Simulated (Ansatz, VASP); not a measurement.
# HfO2: VASP beside Ansatz, part 2 of 2

One calculation is typed for both programs; each brings its own data sets. How far apart do they land? The cell is taken from a series of runs on this material, whose earlier steps may have relaxed, scaled, displaced or heated it; both programs get it as it stands.

VASP 6.6.1 and Ansatz 0.2.0.

So far. Step 6 (VASP: single point, LDA, pair 2): The run ends at a pressure of -3.74 GPa, with forces up to 0.11 eV/Å. Step 7 (Ansatz: single point, LDA, pair 2): The run ends at a pressure of 0.16 GPa, with forces up to 0.11 eV/Å.

## Step 8: Comparison

What differs besides the data sets and the points named for the pairs above, as far as they apply: the data sets hold 76 valence electrons in Ansatz (on its PAW soft_1 files) and 44 in VASP. Total energies have different zeros and are not compared.

Compared:

| quantity | Ansatz | VASP | difference |
| --- | --- | --- | --- |
| pressure (GPa) | 0.16 | -3.74 | +3.90 |
| gap on the k mesh (eV) | 3.712 | 3.756 | -0.045 |

Forces (eV/Å; atoms numbered as in POSCAR):

| atom | Ansatz x, y, z | VASP x, y, z |
| --- | --- | --- |
| Hf1 | 0.000, 0.000, 0.000 | 0.000, 0.000, 0.000 |
| Hf2 | 0.000, 0.000, 0.000 | 0.000, 0.000, 0.000 |
| O3 | -0.105, 0.000, 0.000 | -0.108, 0.000, 0.000 |
| O4 | 0.105, 0.000, 0.000 | 0.108, 0.000, 0.000 |
| O5 | -0.105, 0.000, 0.000 | -0.108, 0.000, 0.000 |
| O6 | 0.105, 0.000, 0.000 | 0.108, 0.000, 0.000 |

The forces differ by 1.3 meV/Å r.m.s., which is 2.6 % of the r.m.s. force of 0.051 eV/Å (both taken over all components). A gap on the mesh is an upper bound, since the band edges may lie between its points; neither run holds spin-orbit coupling, which can move the band edges of a compound of Hf.

## Step 9: Ansatz: single point, LDA, pair 3

A single point takes one fixed geometry, so differences don't come from the geometry; what else differs is listed under the comparison.

The cell is taken from a series of runs on this material, whose earlier steps may have relaxed, scaled, displaced or heated it; both programs get it as it stands.

input.yaml reads:

```yaml
crystal:
  lattice:
    - [0.0, -2.5008662479, -2.5008662479]
    - [0.0, 2.5008662479, -2.5008662479]
    - [5.0017324957, 0.0, 0.0]
  atoms:
    - { symbol: Hf, position: [0.0, 0.0, 0.0] }
    - { symbol: Hf, position: [0.5, 0.5, 0.5] }
    - { symbol: O, position: [0.0, 0.5, 0.7340055421] }
    - { symbol: O, position: [0.5, 0.0, 0.2659944579] }
    - { symbol: O, position: [0.0, 0.5, 0.2340055421] }
    - { symbol: O, position: [0.5, 0.0, 0.7659944579] }
kpoints:
  mp_grid: { grid: [6, 6, 6] }
hamiltonian:
  xc: lda
  pseudopotentials: { kind: paw, azcp: { folder: soft_1 }, xc_functional: pbe }
scf:
  occupations: { method: gaussian, width: 0.02 }
output:
  forces: true
  stress: true
  eigenvalues: true
```

The run is started by

```
> ansatz run input.yaml --threads 4 --pin off --max-ram 10240MiB --backend cpu --events-out ev --progress --plain --runs-dir out
```

Numbers of over 12 decimals in the logs are rounded to 6 here.

Log:

```text
[...]
Crystal: 6 atoms, lattice volume = 62.565 Å³
Basis set: ecut = 420 eV, 1229 PW (Γ)
Bands: 46, of which v1, the nominal top of the filled ones, is band 38 counted from 1 (37 counted from 0)
Symmetry: 16 space group operations
[...]
k-points: 40 of 216
[...]
k-point 0: bands = [... 34 lower, 14.5413, 14.5413, 14.5730, 15.0444, 18.9075, 18.9919, 19.2053, 20.7499, ... 1 higher]
  k-point 1: bands = [... 34 lower, 13.8707, 14.5577, 14.5583, 14.5583, 19.0577, 19.0876, 19.4328, 20.6011, ... 1 higher]
  k-point 2: bands = [... 34 lower, 14.1327, 14.1327, 14.5744, 14.5744, 19.3612, 19.4245, 19.7422, 20.2251, ... 1 higher]
  k-point 39: bands = [... 34 lower, 13.5828, 13.5828, 14.9250, 14.9250, 20.1074, 20.1074, 20.3769, 20.3769, ... 1 higher]
[key lines of the parts left out:]
SCF converged after 10 iterations
Free energy (F): -33187.272141 eV
Fermi energy:    16.980085 eV
P = ⅓ Tr σ = 0.6239 GPa (6.239 kbar)
```

The run ends at a pressure of 0.62 GPa, with forces up to 0.18 eV/Å.

## Step 10: VASP: single point, LDA, pair 3

The same cell, functional (in two slightly different forms), mesh and smearing now go to VASP, with its own data sets.

INCAR reads:

```
SYSTEM = HfO2
PREC = Accurate
ENCUT = 600
EDIFF = 1E-06
NELM = 120
ISMEAR = 0
SIGMA = 0.02
LREAL = .FALSE.
ALGO = Normal
GGA = PW92
NBANDS = 28
LASPH = .TRUE.
LORBIT = 11
LWAVE = .FALSE.
LCHARG = .FALSE.
ISIF = 2
GGA_COMPAT = .FALSE.
EFERMI = MIDGAP
KPAR = 2
```

POSCAR reads:

```
HfO2
1.0
    0.0000000000     -2.5008662479     -2.5008662479
    0.0000000000      2.5008662479     -2.5008662479
    5.0017324957      0.0000000000      0.0000000000
Hf O
2 4
Direct
    0.0000000000      0.0000000000      0.0000000000
    0.5000000000      0.5000000000      0.5000000000
    0.0000000000      0.5000000000      0.7340055421
    0.5000000000      0.0000000000      0.2659944579
    0.0000000000      0.5000000000      0.2340055421
    0.5000000000      0.0000000000      0.7659944579
```

KPOINTS reads:

```
Automatic mesh
0
Gamma
6 6 6
0 0 0
```

PAW data sets: Hf_pv and O (LDA family, release 64).

The run is started by

```
> mpirun -np 2 vasp_std
```

Log:

```text
[... set-up lines as in an earlier step ...]
 entering main loop
       N       E                     dE             d eps       ncg     rms          rms(c)
DAV:   1     0.267452452786E+03    0.26745E+03   -0.27615E+04  2240   0.176E+03
DAV:   2    -0.635579944421E+02   -0.33101E+03   -0.32234E+03  2892   0.403E+02
DAV:   3    -0.772390898369E+02   -0.13681E+02   -0.13637E+02  2656   0.752E+01
DAV:   4    -0.773719119305E+02   -0.13282E+00   -0.13275E+00  2896   0.811E+00
[...]
DAV:  11    -0.662077464901E+02   -0.17549E-04   -0.37237E-04  2672   0.125E-01    0.622E-02
DAV:  12    -0.662077496420E+02   -0.31519E-05   -0.66408E-06  2688   0.178E-02    0.653E-02
DAV:  13    -0.662077491875E+02    0.45451E-06   -0.13336E-06  1760   0.603E-03
   1 F= -.66207749E+02 E0= -.66207749E+02  d E =0.000000E+00
```

OUTCAR, selected parts (step 10):

```text
  Total       -0.9194125     -1.4425660     -1.4425660      0.0000000      0.0000000      0.0000000
  in kB      -23.5445079    -36.9415315    -36.9415315      0.0000000      0.0000000      0.0000000
  external PRESSURE =     -32.4758570 kB  Pullay stress =       0.0000000 kB

 POSITION                                       TOTAL-FORCE (eV/Angst)
 -----------------------------------------------------------------------------------
      0.00000      0.00000      0.00000         0.000000     -0.000000     -0.000000
      2.50087      0.00000     -2.50087         0.000000      0.000000      0.000000
      3.67130      1.25043     -1.25043        -0.181982     -0.000000      0.000000
      1.33043     -1.25043     -1.25043         0.181982      0.000000      0.000000
      1.17043      1.25043     -1.25043        -0.181982     -0.000000     -0.000000
      3.83130     -1.25043     -1.25043         0.181982      0.000000      0.000000
 -----------------------------------------------------------------------------------
    total drift:                                0.000000      0.000000     -0.000000

  FREE ENERGIE OF THE ION-ELECTRON SYSTEM (eV)
  ---------------------------------------------------
  free  energy   TOTEN  =       -66.2077491875 eV

  energy  without entropy=      -66.2077491875  energy(sigma->0) =      -66.20774919

[... 2 parts as in an earlier step ...]

[... 1 further part left out ...]
[key lines of the parts left out:]
E-fermi :   6.1885
```

The run ends at a pressure of -3.25 GPa, with forces up to 0.18 eV/Å.

## Step 11: Differences

What differs besides the data sets and the points named for the pairs above, as far as they apply: the data sets hold 76 valence electrons in Ansatz (on its PAW soft_1 files) and 44 in VASP. Total energies have different zeros and are not compared.

Compared:

| quantity | Ansatz | VASP | difference |
| --- | --- | --- | --- |
| pressure (GPa) | 0.62 | -3.25 | +3.87 |
| gap on the k mesh (eV) | 3.855 | 3.900 | -0.045 |

Forces (eV/Å; atoms numbered as in POSCAR):

| atom | Ansatz x, y, z | VASP x, y, z |
| --- | --- | --- |
| Hf1 | 0.000, 0.000, 0.000 | 0.000, 0.000, 0.000 |
| Hf2 | 0.000, 0.000, 0.000 | 0.000, 0.000, 0.000 |
| O3 | -0.177, 0.000, 0.000 | -0.182, 0.000, 0.000 |
| O4 | 0.177, 0.000, 0.000 | 0.182, 0.000, 0.000 |
| O5 | -0.177, 0.000, 0.000 | -0.182, 0.000, 0.000 |
| O6 | 0.177, 0.000, 0.000 | 0.182, 0.000, 0.000 |

The forces differ by 2.5 meV/Å r.m.s., which is 2.9 % of the r.m.s. force of 0.086 eV/Å (both taken over all components). A gap on the mesh is an upper bound, since the band edges may lie between its points; neither run holds spin-orbit coupling, which can move the band edges of a compound of Hf.

## Step 12: Results

```json
{"difference in pressure (single point, LDA, pair 1)": "4.2 GPa", "difference in gap on the k mesh (single point, LDA, pair 1)": "-0.053 eV", "difference in pressure (single point, LDA, pair 2)": "3.9 GPa", "difference in gap on the k mesh (single point, LDA, pair 2)": "-0.045 eV", "difference in pressure (single point, LDA, pair 3)": "3.9 GPa", "difference in gap on the k mesh (single point, LDA, pair 3)": "-0.045 eV"}
```

**Reading.** The difference in pressure is 4.2 GPa (single point, LDA, pair 1), beyond the 1 GPa picked in this series as the mark of a large difference. The data sets hold unlike numbers of valence electrons (38 in Ansatz and 22 in VASP and 76 in Ansatz and 44 in VASP), so part of the differences may come from the potentials. Single point, LDA, pair 1, VASP with the data sets Hf_sv and O: the difference in pressure goes from 4.2 to 2.8 GPa. What causes the difference of the single point, LDA, pair 2 pair stays open here. What causes the difference of the single point, LDA, pair 3 pair stays open here. 5 further pairs of this series are not shown here. Such differences can come from data sets, numerical settings and the points named under the comparisons, not from the functional's error against experiment.

[Lines on the potential files, build, host, timing and source positions are cut from VASP's logs without a mark.]

[Logs are printed without paths, hosts, clocks, repeated set-up lines and the standing remarks that a program may print on its own settings, such as how far it seeks lower states.]

[Hosts, paths, dates, database ids (printed as entryN), source tags and the programs' standing remarks are cut or masked in the printed files.]
